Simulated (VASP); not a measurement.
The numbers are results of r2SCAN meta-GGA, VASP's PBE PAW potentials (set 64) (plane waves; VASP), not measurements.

Input for VASP

### POSCAR
```
GdN
1
   -0.0000000000     2.4822767098     2.4822767098
    2.4822767098    -0.0000000000     2.4822767098
    2.4822767098     2.4822767098     0.0000000000
Gd N
1 1
Direct
  0.0000000000   0.0000000000   0.0000000000
  0.5000000000   0.5000000000   0.5000000000
```

**KPOINTS**
```
Automatic
0
G
21 21 21
0 0 0
```

INCAR:
```
SYSTEM = GdN
PREC = Accurate; ENCUT = 520; LREAL = F
LASPH = T; NBANDS = 33
EDIFF = 1E-7; NELM = 100; ALGO = Normal
LMAXMIX = 6; LMIXTAU = T
ISMEAR = 0; SIGMA = 0.01
METAGGA = R2SCAN
LWAVE = F; LCHARG = F; NEDOS = 1001
LOPTICS = T; LPEAD = T; CSHIFT = 0.1
```

POTCAR, in this order: Gd_3 N (PBE.64 set). Program: vasp_std.

The run wrote:

### OSZICAR
```
       N       E                     dE             d eps       ncg     rms          rms(c)
DAV:   1     0.324048267126E+02    0.32405E+02   -0.51568E+03 18900   0.408E+02
DAV:   2    -0.460653815969E+02   -0.78470E+02   -0.72438E+02 21993   0.144E+02
DAV:   3    -0.488045661716E+02   -0.27392E+01   -0.27153E+01 22837   0.222E+01
DAV:   4    -0.488094835839E+02   -0.49174E-02   -0.49169E-02 21300   0.937E-01
DAV:   5    -0.488094890746E+02   -0.54907E-05   -0.54906E-05 22864   0.326E-02    0.300E+01
DAV:   6    -0.432889021841E+02    0.55206E+01   -0.47020E+00 21772   0.871E+00    0.256E+01
DAV:   7    -0.434933603322E+02   -0.20446E+00   -0.32492E-01 19458   0.283E+00    0.150E+01
DAV:   8    -0.436854103512E+02   -0.19205E+00   -0.25346E-01 19062   0.240E+00    0.718E-01
DAV:   9    -0.435502908975E+02    0.13512E+00   -0.13861E-01 19010   0.192E+00    0.696E-01
DAV:  10    -0.435900738764E+02   -0.39783E-01   -0.72274E-03 19381   0.410E-01    0.276E-01
DAV:  11    -0.435910718527E+02   -0.99798E-03   -0.77120E-03 20589   0.491E-01    0.286E-01
DAV:  12    -0.435924019639E+02   -0.13301E-02   -0.42774E-03 19177   0.370E-01    0.120E-01
DAV:  13    -0.435931189859E+02   -0.71702E-03   -0.26680E-04 20880   0.826E-02    0.502E-02
DAV:  14    -0.435930998647E+02    0.19121E-04   -0.24438E-05 20913   0.282E-02    0.127E-02
DAV:  15    -0.435931138448E+02   -0.13980E-04   -0.53761E-06 19787   0.141E-02    0.394E-03
DAV:  16    -0.435931026788E+02    0.11166E-04   -0.54803E-07 22637   0.393E-03    0.364E-03
DAV:  17    -0.435931036687E+02   -0.98984E-06   -0.20169E-08 14425   0.632E-04    0.254E-03
DAV:  18    -0.435931008706E+02    0.27981E-05   -0.53672E-08 19590   0.104E-03    0.167E-03
DAV:  19    -0.435931026248E+02   -0.17542E-05   -0.29413E-08 17196   0.777E-04    0.431E-04
DAV:  20    -0.435931024953E+02    0.12944E-06   -0.40670E-09 10229   0.363E-04    0.301E-04
DAV:  21    -0.435931025741E+02   -0.78777E-07   -0.10147E-09  9960   0.148E-04
   1 F= -.43593103E+02 E0= -.43593103E+02  d E =-.906409E-24
 imaginary and real dielectric function
```

OUTCAR:
```
------------------------ aborting loop because EDIFF is reached ----------------------------------------
  FORCE on cell =-STRESS in cart. coord.  units (eV):
  Direction    XX          YY          ZZ          XY          YZ          ZX
  --------------------------------------------------------------------------------------
  Total       -0.0223647     -0.0223647     -0.0223647      0.0000000      0.0000000     -0.0000000
  in kB       -1.1713683     -1.1713683     -1.1713683      0.0000000      0.0000000     -0.0000000
  external PRESSURE =      -1.1713683 kB  Pullay stress =       0.0000000 kB
  volume of cell :       30.59
      direct lattice vectors                 reciprocal lattice vectors
     0.000000000  2.482276710  2.482276710    -0.201427987  0.201427987  0.201427987
     2.482276710  0.000000000  2.482276710     0.201427987 -0.201427987  0.201427987
     2.482276710  2.482276710  0.000000000     0.201427987  0.201427987 -0.201427987
 POSITION                                       TOTAL-FORCE (eV/Angst)
 -----------------------------------------------------------------------------------
      0.00000      0.00000      0.00000        -0.000000      0.000000     -0.000000
      2.48228      2.48228      2.48228         0.000000     -0.000000      0.000000
 -----------------------------------------------------------------------------------
    total drift:                                0.000000      0.000000      0.000000
  FREE ENERGIE OF THE ION-ELECTRON SYSTEM (eV)
  ---------------------------------------------------
  free  energy   TOTEN  =       -43.5931025741 eV

  energy  without entropy=      -43.5931025741  energy(sigma->0) =      -43.59310257

 plasma frequency squared (from intraband transitions) (eV^2)
  --------------------------------------------------------------------------------------
       0.000       0.000       0.000
       0.000       0.000       0.000
       0.000       0.000       0.000

 plasma frequency squared (from interband transitions, int dw w eps(2)(w)) (eV^2)
  --------------------------------------------------------------------------------------
     737.316       0.000       0.000       0.000      -0.000       0.000
       0.000      -0.000     737.316       0.000      -0.000      -0.000
      -0.000      -0.000      -0.000       0.000     737.316       0.000
```
(Selected blocks of OUTCAR.)

The 4f electrons are frozen in the core of the lanthanide potential, so 4f levels, which can set the real gap, and their magnetism are missing. The dielectric response may not be converged in the k-mesh; for small gaps it tends to come out too large.

The compound is GdN in the rock salt structure. It was relaxed first.
